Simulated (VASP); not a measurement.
An input for Ansatz (written as the equivalent of a VASP run, and not itself run):

Ansatz 0.2 input:
```yaml
crystal:
  lattice:
    - [2.7594356, 0.0000000, 0.0000000]
    - [0.0000000, 2.7594356, 0.0000000]
    - [0.0000000, 0.0000000, 2.7594356]
  atoms:
    - { symbol: Cr, position: [0.0000000, 0.0000000, 0.0000000] }
    - { symbol: Cr, position: [0.5000000, 0.5000000, 0.5000000] }
kpoints:
  mp_grid: { grid: [13, 13, 13] }
hamiltonian:
  xc: lda
  pseudopotentials: { kind: paw }
scf:
  occupations: { method: methfessel_paxton, width: 0.1 }
  max_iter: 100
relax:
  max_steps: 40
  f_tol: 0.02
  cell: { p_target: 20 }
output: { forces: true, stress: true, eigenvalues: true }
```

Task: Translate this input to VASP (INCAR, KPOINTS, POSCAR, choice of POTCAR).

Result: This is not unique; one that fits is 
### INCAR
```
LMAXMIX  =  4
NSW  =  40   # most ionic steps
NELM  =  100
EDIFF  =  1E-6   # SCF stop (eV)
LREAL  =  F   # projection in real space or not
ISIF  =  3
SIGMA  =  0.1   # width (eV)
LASPH  =  T
PREC  =  Accurate
ENCUT  =  500   # plane-wave cut-off (eV)
IBRION  =  2
EDIFFG  =  -0.02   # ionic stop
PSTRESS  =  200
SYSTEM  =  Cr
ISMEAR  =  1
LWAVE  =  F
LCHARG  =  F
ALGO  =  Normal
```

File POSCAR:
```
Cr
1
    2.7594355977     0.0000000000     0.0000000000
    0.0000000000     2.7594355977     0.0000000000
    0.0000000000     0.0000000000     2.7594355977
Cr
2
Direct
  0.0000000000   0.0000000000   0.0000000000
  0.5000000000   0.5000000000   0.5000000000
```

### KPOINTS
```
kpoints
0
G
  13 13 13
```

POTCAR, in this order: Cr_pv (LDA.64 set). Program: vasp_std.

What does not carry over: each code has its own PAW files, so the cut-off isn't converted (ENCUT is set for VASP's; basis.ecutwfc is left out, and Ansatz then takes the one that its files recommend); Ansatz stops its SCF on the density residual and VASP on the energy change (EDIFF); Ansatz's lda is the Perdew-Wang form, while the LDA potentials of VASP carry Perdew-Zunger's.

The compound is Cr in the bcc, AFM order structure. This run relaxes it under an external pressure of 20 GPa. Symmetry was kept, so distortions that lower it aren't found.
